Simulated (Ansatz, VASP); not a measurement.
# Mg2CdSe3: VASP beside Ansatz

Aim: how closely do two programs agree when they are given the same cell, functional and k mesh? The cell is generated by rule, not measured, and may not be a known phase. The cell is taken from a series of runs on this material, whose earlier steps may have relaxed, scaled, displaced or heated it; both programs get it as it stands.

Program: Ansatz 0.2.0. Level of theory: plane waves, with VASP 6.6.1 beside it; relaxation of cell and atoms at LDA. Results are calculated unless marked as measured.

The structure was built from a prototype and need not be the compound's stable phase.

### 1. Set-up

Symmetry: I-4m2, No. 119, tetragonal system. The conventional cell has a = 4.196 Å, b = 4.196 Å, c = 17.635 Å, α = 90.00°, β = 90.00°, γ = 90.00°. Nearest to Cd lie 4 Se at 2.60 Å. Nearest to Mg lie 4 Se at 2.54 to 2.55 Å. Nearest to Se lie 2 Mg at 2.54 Å and 2 Cd at 2.60 Å. Se has 4 Mg at 2.55 Å nearest. Farther neighbours and most contacts between anions are not listed.

As a file:

```
Cd Mg Se
1.0
     2.96728    2.96728    0.00000
    -2.96728    2.96728    0.00000
     2.96728    0.00000    8.81759
Cd Mg Se
1 2 3
Direct
  0.00000 0.00000 0.00000
  0.33190 0.66810 0.33620
  0.66810 0.33190 0.66380
  0.41310 0.08690 0.17381
  0.75000 0.75000 0.50000
  0.08690 0.41310 0.82619
```

### 2. VASP: relaxation of cell and atoms, LDA

The relaxed volume is the usual yardstick between codes: in a stiff, nearly cubic crystal its relative difference is about their pressure difference at one cell divided by the bulk modulus.

Lines of VASP's logs that name or quote its potential files are left out, and so is its time.

The input, INCAR:

```
SYSTEM = Mg2CdSe3
PREC = Accurate
ENCUT = 600
EDIFF = 1E-07
NELM = 120
ISMEAR = 0
SIGMA = 0.01
LREAL = .FALSE.
ALGO = Normal
GGA = CA
NBANDS = 23
LORBIT = 11
LWAVE = .FALSE.
LCHARG = .FALSE.
ISIF = 3
IBRION = 2
NSW = 80
EDIFFG = -0.005
LASPH = .TRUE.
GGA_COMPAT = .FALSE.
NELMIN = 4
EFERMI = MIDGAP
KPAR = 2
```

The input, POSCAR:

```
Mg2CdSe3
1.0
    2.9672820000      2.9672820000      0.0000000000
   -2.9672820000      2.9672820000      0.0000000000
    2.9672820000      0.0000000000      8.8175920000
Cd Mg Se
1 2 3
Direct
    0.0000000000      0.0000000000      0.0000000000
    0.3319021792      0.6680978208      0.3361956416
    0.6680977641      0.3319022359      0.6638044718
    0.4130957182      0.0869042818      0.1738085636
    0.7500000000      0.7500000000      0.5000000000
    0.0869042251      0.4130957749      0.8261915498
```

The input, KPOINTS:

```
Automatic mesh
0
Gamma
8 8 8
0 0 0
```

The projector-augmented-wave data sets are Cd, Mg and Se (LDA family, release 64).

Command:

```sh
$ mpirun -np 2 vasp_std
```

Numbers of over 12 decimals in the logs are rounded to 6 here.

The log of the run:

```text
[banner, memory and clock lines left out]
running    2 mpi-ranks, on    1 nodes
 distrk:  each k-point on    1 cores,    2 groups
 distr:  one band on    1 cores,    1 groups

 POSCAR found type information on POSCAR CdMgSe
 POSCAR found :  3 types and       6 ions
 LDA part: xc-table for (Slater(with rela. corr.)+CA(PZ))
 , standard interpolation
 POSCAR, INCAR and KPOINTS ok, starting setup
 FFT: planning ... GRIDC
 FFT: planning ... GRID_SOFT
 FFT: planning ... GRID
 WAVECAR not read
 entering main loop
       N       E                     dE             d eps       ncg     rms          rms(c)
DAV:   1     0.204027253289E+03    0.20403E+03   -0.15547E+04  2714   0.140E+03
DAV:   2    -0.880084356830E+01   -0.21283E+03   -0.20303E+03  3263   0.268E+02
DAV:   3    -0.247651153571E+02   -0.15964E+02   -0.15900E+02  3400   0.727E+01
DAV:   4    -0.249615335614E+02   -0.19642E+00   -0.19634E+00  3183   0.862E+00
DAV:   5    -0.249634602069E+02   -0.19266E-02   -0.19265E-02  3400   0.820E-01    0.785E+00
DAV:   6    -0.238486515052E+02    0.11148E+01   -0.21028E+00  3178   0.121E+01    0.602E+00
DAV:   7    -0.237281774221E+02    0.12047E+00   -0.83126E-01  3267   0.458E+00    0.255E+00
DAV:   8    -0.237192532818E+02    0.89241E-02   -0.75011E-02  2987   0.277E+00    0.485E-01
DAV:   9    -0.237182848448E+02    0.96844E-03   -0.11845E-02  3400   0.130E+00    0.167E-01
DAV:  10    -0.237179585208E+02    0.32632E-03   -0.15499E-03  3106   0.446E-01    0.800E-02
DAV:  11    -0.237179973065E+02   -0.38786E-04   -0.20635E-04  3148   0.982E-02    0.435E-02
DAV:  12    -0.237179830380E+02    0.14268E-04   -0.80169E-05  3268   0.845E-02    0.971E-03
DAV:  13    -0.237179842674E+02   -0.12295E-05   -0.72195E-06  3155   0.159E-02    0.230E-03
DAV:  14    -0.237179842511E+02    0.16328E-07   -0.29557E-07  2800   0.445E-03
   1 F= -.23717984E+02 E0= -.23717984E+02  d E =-.237180E+02
[...]
2 F= -.23718325E+02 E0= -.23718325E+02  d E =-.341221E-03
[...]
3 F= -.23718410E+02 E0= -.23718410E+02  d E =-.425257E-03
[...]
4 F= -.23718417E+02 E0= -.23718417E+02  d E =-.433241E-03
[...]
5 F= -.23718478E+02 E0= -.23718478E+02  d E =-.607462E-04
[...]
6 F= -.23718489E+02 E0= -.23718489E+02  d E =-.711884E-04
[...]
7 F= -.23718539E+02 E0= -.23718539E+02  d E =-.504960E-04
 trial-energy change:   -0.000050  1 .order   -0.000050   -0.000064   -0.000037
 step:   2.4735(harm=  2.4735)  dis= 0.00238  next Energy=   -23.718565 (dE=-0.764E-04)
 bond charge predicted
       N       E                     dE             d eps       ncg     rms          rms(c)
DAV:   1    -0.237187221944E+02   -0.18302E-03   -0.91464E-03  2980   0.620E-01    0.846E-02
DAV:   2    -0.237186058041E+02    0.11639E-03   -0.31716E-04  3218   0.176E-01    0.372E-02
DAV:   3    -0.237185753417E+02    0.30462E-04   -0.36081E-05  3309   0.402E-02    0.235E-02
DAV:   4    -0.237185663153E+02    0.90264E-05   -0.11759E-05  3246   0.243E-02    0.549E-03
DAV:   5    -0.237185660089E+02    0.30642E-06   -0.14986E-06  3345   0.107E-02    0.264E-03
DAV:   6    -0.237185660150E+02   -0.60763E-08   -0.17613E-07  1627   0.303E-03
   8 F= -.23718566E+02 E0= -.23718566E+02  d E =-.773350E-04
 curvature:  -2.20 expect dE=-0.125E-04 dE for cont linesearch -0.564E-08
 trial: gam= 0.21225 g(F)=  0.141E-05 g(S)=  0.426E-05 ort = 0.531E-06 (trialstep = 0.132E+01)
 search vector abs. value=  0.108E-04
 reached required accuracy - stopping structural energy minimisation
```

Parts of OUTCAR (step 2):

```text
ion  position               nearest neighbor table
   1  0.000  0.000  0.000-   6 2.60   6 2.60   4 2.60   4 2.60
   2  0.332  0.668  0.336-   4 2.54   4 2.54   5 2.55   5 2.55
   3  0.668  0.332  0.664-   6 2.54   6 2.54   5 2.55   5 2.55
   4  0.413  0.087  0.174-   2 2.54   2 2.54   1 2.60   1 2.60
   5  0.750  0.750  0.500-   2 2.55   2 2.55   3 2.55   3 2.55
   6  0.087  0.413  0.826-   3 2.54   3 2.54   1 2.60   1 2.60

  LATTYP: Found a body centered tetragonal cell.
 ALAT       =     4.1963704478
 C/A-ratio  =     4.2024850331

 Subroutine GETGRP returns: Found  8 space group operations
 (whereof  8 operations were pure point group operations)

The static configuration has the point symmetry D_2d.

 Found     59 irreducible k-points:

   k-points           NKPTS =     59   k-points in BZ     NKDIM =     59   number of bands    NBANDS=     23

   dimension x,y,z NGX =    36 NGY =   36 NGZ =   80
   dimension x,y,z NGXF=    72 NGYF=   72 NGZF=  160

   ENCUT  =  600.0 eV  44.10 Ry    6.64 a.u.   8.38  8.38 18.58*2*pi/ulx,y,z

   NELECT =      34.0000    total number of electrons

 k-points in reciprocal lattice and weights: Automatic mesh
   0.00000000  0.00000000  0.00000000       0.002
   0.12500000  0.00000000  0.00000000       0.016
   0.25000000  0.00000000  0.00000000       0.016
   0.37500000  0.00000000  0.00000000       0.016
   0.50000000  0.00000000  0.00000000       0.008
   0.12500000  0.12500000  0.00000000       0.008
   0.25000000  0.12500000  0.00000000       0.031
   0.37500000  0.12500000  0.00000000       0.031
   0.50000000  0.12500000  0.00000000       0.031
[...]
-0.12500000  0.12500000  0.37500000       0.008
   0.00000000  0.00000000  0.50000000       0.002

 average (electrostatic) potential at core
       1 -40.2059       2 -39.4276       3 -39.4276       4 -61.9335       5 -61.7100
       6 -61.9335

 E-fermi :   1.8420

 k-point     1 :       0.0000    0.0000    0.0000
  band No.  band energies     occupation
    ...
     13      -0.2061      2.00000
     14      -0.2061      2.00000
     15       0.9066      2.00000
     16       0.9684      2.00000
     17       0.9684      2.00000
     18       2.7156      0.00000
     19       4.6549      0.00000
     20       4.7776      0.00000
     21       5.5828      0.00000
     22       5.6723      0.00000
    ...

 k-point     2 :       0.1250    0.0000    0.0000
  band No.  band energies     occupation
    ...
     13      -0.3297      2.00000
     14      -0.1296      2.00000
     15       0.2911      2.00000
     16       0.7893      2.00000
     17       0.9357      2.00000
     18       3.3701      0.00000
     19       4.8436      0.00000
     20       5.1217      0.00000
     21       5.8620      0.00000
     22       6.0993      0.00000
    ...

 k-point     3 :       0.2500    0.0000    0.0000
  band No.  band energies     occupation
    ...
     13      -0.2211      2.00000
     14      -0.0944      2.00000
     15       0.0513      2.00000
     16       0.4419      2.00000
     17       0.8367      2.00000
     18       4.2226      0.00000
     19       5.1790      0.00000
     20       5.3212      0.00000
     21       6.5186      0.00000
     22       7.0244      0.00000
    ...

  Total        0.0159762      0.0159762     -0.0044436      0.0000000     -0.0000000     -0.0000000
  in kB        0.1650627      0.1650627     -0.0459101      0.0000000     -0.0000000     -0.0000000
  external PRESSURE =       0.0947384 kB  Pullay stress =       0.0000000 kB

  energy-cutoff  :      600.00
  volume of cell :      155.07
      direct lattice vectors                 reciprocal lattice vectors
     2.970124552  2.970124552  0.000000000     0.168343109  0.168343109 -0.056887089
    -2.970124552  2.970124552 -0.000000000    -0.168343109  0.168343109  0.056887089
     2.970124552 -0.000000000  8.789340582    -0.000000000  0.000000000  0.113774178

 POSITION                                       TOTAL-FORCE (eV/Angst)
 -----------------------------------------------------------------------------------
      2.97012      2.97012      0.00000         0.000000      0.000000      0.000000
      0.00000      2.97012      2.95611         0.000000      0.000000     -0.003819
      2.97012      2.97012      5.83324        -0.000000      0.000000      0.003819
      1.48506      1.48506      1.53549        -0.000000     -0.000000     -0.000228
      1.48506      4.45519      4.39467         0.000000      0.000000      0.000000
      1.48506      1.48506      7.25385         0.000000      0.000000      0.000228
 -----------------------------------------------------------------------------------
    total drift:                                0.000000     -0.000001     -0.000396

  FREE ENERGIE OF THE ION-ELECTRON SYSTEM (eV)
  ---------------------------------------------------
  free  energy   TOTEN  =       -23.7185660150 eV

  energy  without entropy=      -23.7185660150  energy(sigma->0) =      -23.71856601

 reached required accuracy - stopping structural energy minimisation

 total charge
# of ion       s       p       d       tot
------------------------------------------
    1        0.460   0.342   9.546  10.349
    2        0.180   0.152   0.035   0.366
    3        0.180   0.152   0.035   0.366
    4        1.440   2.461   0.018   3.918
    5        1.435   2.514   0.009   3.958
    6        1.440   2.461   0.018   3.918
--------------------------------------------------
tot          5.134   8.081   9.660  22.876

[... 3 further parts left out ...]
```

CONTCAR:

```
Mg2CdSe3
   1.00000000000000
     2.9701245524967428    2.9701245524967428    0.0000000000000000
    -2.9701245524967428    2.9701245524967428   -0.0000000000000000
     2.9701245524967428   -0.0000000000000000    8.7893405818352281
  Cd              Mg              Se
     1     2     3
Direct
     1.0000000000000000    0.0000000000000000    0.0000000000000000
     0.3318357557770149    0.6681642442229850    0.3363284884459702
     0.6681641875229821    0.3318358124770178    0.6636716249540285
     0.4126504232093898    0.0873495767906102    0.1746991535812133
     0.7500000000000000    0.7500000000000000    0.5000000000000000
     0.0873495200906073    0.4126504799093927    0.8253009598187854
```

(Continued in part 2 of 2.)

[Lines on the potential files, build, host, timing and source positions are cut from VASP's logs without a mark.]

[Logs are printed without paths, hosts, clocks, repeated set-up lines and the standing remarks that a program may print on its own settings, such as how far it seeks lower states.]

[Hosts, paths, dates, database ids (printed as entryN), source tags and the programs' standing remarks are cut or masked in the printed files.]
